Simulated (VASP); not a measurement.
OSZICAR of a VASP run on CoSi$_{2}$ (fluorite):

File OSZICAR:
```
       N       E                     dE             d eps       ncg     rms          rms(c)
DAV:   1     0.722949989250E+02    0.72295E+02   -0.70149E+03  1344   0.135E+03
DAV:   2    -0.180170504135E+02   -0.90312E+02   -0.84034E+02  1348   0.261E+02
DAV:   3    -0.225072000486E+02   -0.44901E+01   -0.43170E+01  1732   0.670E+01
DAV:   4    -0.226108977669E+02   -0.10370E+00   -0.10357E+00  1628   0.974E+00
DAV:   5    -0.226141730607E+02   -0.32753E-02   -0.32780E-02  1816   0.179E+00    0.155E+01
DAV:   6    -0.262113025722E+02   -0.35971E+01   -0.43587E+01  1676   0.143E+02    0.178E+01
DAV:   7    -0.210107450978E+02    0.52006E+01   -0.18070E+01  1768   0.111E+02    0.371E+00
DAV:   8    -0.210209189359E+02   -0.10174E-01   -0.11037E+00  1580   0.879E+00    0.189E+00
DAV:   9    -0.209826796743E+02    0.38239E-01   -0.10886E-01  1728   0.697E+00    0.447E-01
DAV:  10    -0.209819569672E+02    0.72271E-03   -0.62914E-03  1712   0.895E-01    0.707E-02
DAV:  11    -0.209819600824E+02   -0.31152E-05   -0.31139E-04  2016   0.290E-01    0.462E-02
DAV:  12    -0.209819656190E+02   -0.55366E-05   -0.18749E-05  1520   0.533E-02    0.220E-02
DAV:  13    -0.209819632194E+02    0.23996E-05   -0.25111E-06  1768   0.135E-02    0.419E-03
DAV:  14    -0.209819620180E+02    0.12014E-05   -0.43722E-07  1556   0.857E-03    0.249E-03
DAV:  15    -0.209819626216E+02   -0.60361E-06   -0.68879E-08   876   0.477E-03    0.646E-04
DAV:  16    -0.209819629009E+02   -0.27930E-06   -0.47856E-08   804   0.176E-03    0.165E-04
DAV:  17    -0.209819628707E+02    0.30134E-07   -0.54564E-09   772   0.126E-03
   1 F= -.20981963E+02 E0= -.20981963E+02  d E =0.000000E+00
```

**Question.** Which electronic solver shows in the log?

**Answer.** It is blocked Davidson (ALGO = Normal, or the opening steps of other solvers). The INCAR had ALGO = Normal.

**Question.** How was spin treated?

**Answer.** Without spin polarisation: there is no mag entry.

**Question.** Can the final energy be trusted as converged?

**Answer.** The run converged. It stopped with EDIFF = 1E-7, NELM = 100 (PBEsol GGA, plane waves, VASP's PBE PAW potentials (set 64)).

The compound is CoSi2 in the fluorite structure. It was relaxed first. The run is not spin-polarised, so no magnetic state was tried. The electron count is odd and the run is not spin-polarised, which forces a metal.
